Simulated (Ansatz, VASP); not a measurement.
**One calculation of RbP2, two programs**

```
CELL_PARAMETERS angstrom
4.23048 0.00000 0.00000
-2.11524 3.66370 0.00000
0.00000 0.00000 4.56779
ATOMIC_POSITIONS crystal
Rb 0.00000 0.00000 0.00000
P 0.33333 0.66667 0.50000
P 0.66667 0.33333 0.50000
```

Alike in both runs: task single point; functional PBE; k mesh 6 × 6 × 4; occupations gaussian, width 0.1 eV; no spin polarisation.

|  | VASP | Ansatz |
| --- | --- | --- |
| version | VASP 6.6.1 | Ansatz 0.2.0 |
| potentials or method | VASP PAW PBE potentials, release 64 (Rb_sv, P) | scalar-relativistic, plane waves, PAW |
| plane-wave cutoff (eV) | 520 | 420 |
| valence electrons in the cell | 19 | 19 |

```csv
,VASP,Ansatz,Ansatz less VASP
gap on the k mesh at the Fermi level (eV),none,none,-
pressure (GPa),4.8,4.7,-0.03
largest component of the traceless stress (GPa),5.25,5.21,-0.043
```

A gap of «none» marks a metal or a gap that the smearing closes.
